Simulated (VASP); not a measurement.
Bi4C:

```
Bi C
1.0
    -3.20109    3.20109    3.20109
     3.20109   -3.20109    3.20109
     3.20109    3.20109   -3.20109
Bi C
4 1
Direct
  0.00000 0.00000 0.50000
  0.50000 0.00000 0.00000
  0.50000 0.50000 0.50000
  0.00000 0.50000 0.00000
  0.00000 0.00000 0.00000
```

The cell was built by a generator and needn't be a form met in nature.

The cell isn't the ideal one: species swapped into the NiHg4 type (Im-3m, No. 229).

```yaml
Program: VASP 6.6.1
Task: relaxation of cell and atoms
Functional: PBE
Potentials_or_basis: VASP PAW PBE potentials, release 64 (Bi_d, C)
Cutoff: 600 eV
k_mesh: 4 × 4 × 4
Occupations: gaussian, width 0.1 eV
Spin: no spin polarisation
```

At the start: pressure 5.1 GPa; volume 26.24 Å³/atom.

Question: How do energy, volume and symmetry change on relaxing?

Answer: Over 3 steps the energy falls by 28.7 meV/atom and the volume is 28.21 Å³/atom (+7.5 %); space group Im-3m (No. 229, to 0.05 Å).

Step by step:
```csv
step,energy change (eV),largest force (eV/Å),pressure (GPa),volume (Å³)
1,0.0000,0.0000,5.10,131.21
2,-0.0925,0.0000,-2.38,147.71
3,-0.1436,0.0000,0.03,141.03
```

Final structure:
```yaml
crystal:
  lattice:
    - [-3.27910, 3.27910, 3.27910]
    - [3.27910, -3.27910, 3.27910]
    - [3.27910, 3.27910, -3.27910]
  atoms:
    - { symbol: Bi, position: [0.00000, 0.00000, 0.50000] }
    - { symbol: Bi, position: [0.50000, 0.00000, 0.00000] }
    - { symbol: Bi, position: [0.50000, 0.50000, 0.50000] }
    - { symbol: Bi, position: [0.00000, 0.50000, 0.00000] }
    - { symbol: C, position: [0.00000, 0.00000, 0.00000] }
```
